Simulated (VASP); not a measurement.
An input for Quantum ESPRESSO's pw.x (written as the equivalent of a VASP run, and not itself run):

```
&CONTROL
  calculation = 'vc-relax'
  pseudo_dir = './pseudo'
  outdir = './out'
  tprnfor = .true.
  tstress = .true.
  nstep = 60
  forc_conv_thr = 0.00078
/
&SYSTEM
  ibrav = 0
  nat = 4
  ntyp = 3
  ecutwfc = 102
  occupations = 'smearing'
  smearing = 'gaussian'
  degauss = 0.003675
  input_dft = 'pbesol'
/
&ELECTRONS
  conv_thr = 7.3e-08
  electron_maxstep = 100
/
&IONS
/
&CELL
/
ATOMIC_SPECIES
  Zn 65.380 Zn.upf
  Cd 112.414 Cd.upf
  Se 78.971 Se.upf
CELL_PARAMETERS angstrom
     4.1236789    0.0000000    0.0000000
     0.0000000    4.1236789    0.0000000
    -0.0000000    0.0000000    5.9119126
ATOMIC_POSITIONS crystal
  Zn   0.5000000  0.5000000  0.5000000
  Cd   0.0000000  0.0000000  0.0000000
  Se   1.0000000  0.5000000  0.7262117
  Se   0.5000000  0.0000000  0.2737883
K_POINTS automatic
  5 5 4 0 0 0
```

Task: Translate this input to VASP (INCAR, KPOINTS, POSCAR, choice of POTCAR).

Result: This is not unique; one that fits is 
### INCAR
```
EDIFF = 1E-6   ! SCF stop (eV)
LCHARG = F
LASPH = T   ! aspherical one-centre terms
EDIFFG = -0.02
LREAL = F
SIGMA = 0.05   ! width (eV)
PREC = Accurate
NSW = 60
ALGO = Normal
ENCUT = 400   ! plane-wave cut-off (eV)
LMAXMIX = 4   ! l cut-off of mixed one-centre charges
ISMEAR = 0
SYSTEM = ZnCdSe2
LWAVE = F
GGA = PS
NELM = 100
ISIF = 3   ! ions, shape and volume
IBRION = 2
```

### KPOINTS
```
Automatic mesh
0
Gamma
5 5 4
0 0 0
```

POSCAR:
```
ZnCdSe2
1
    4.1236789235     0.0000000000     0.0000000000
    0.0000000000     4.1236789235     0.0000000000
   -0.0000000000     0.0000000000     5.9119125681
Zn Cd Se
1 1 2
Direct
  0.5000000000   0.5000000000   0.5000000000
  0.0000000000   0.0000000000   0.0000000000
  1.0000000000   0.5000000000   0.7262117241
  0.5000000000   0.0000000000   0.2737882759
```

POTCAR, in this order: Zn Cd Se (PBE.64 set). Program: vasp_std.

What does not carry over: the potentials are each code's own (VASP's PAW set, PseudoDojo norm-conserving files in pw.x), so ENCUT and ecutwfc are chosen apart and not converted; conv_thr bounds pw.x's estimated SCF error, while EDIFF bounds the energy change between steps; forc_conv_thr acts on force components and is met together with etot_conv_thr.

The structure comes from a computed database's ZnCdSe2 entry (P-4m2); how it stands against other phases isn't given here. This run relaxes it. Symmetry was kept, so distortions that lower it aren't found. The start is the result of an earlier pass.
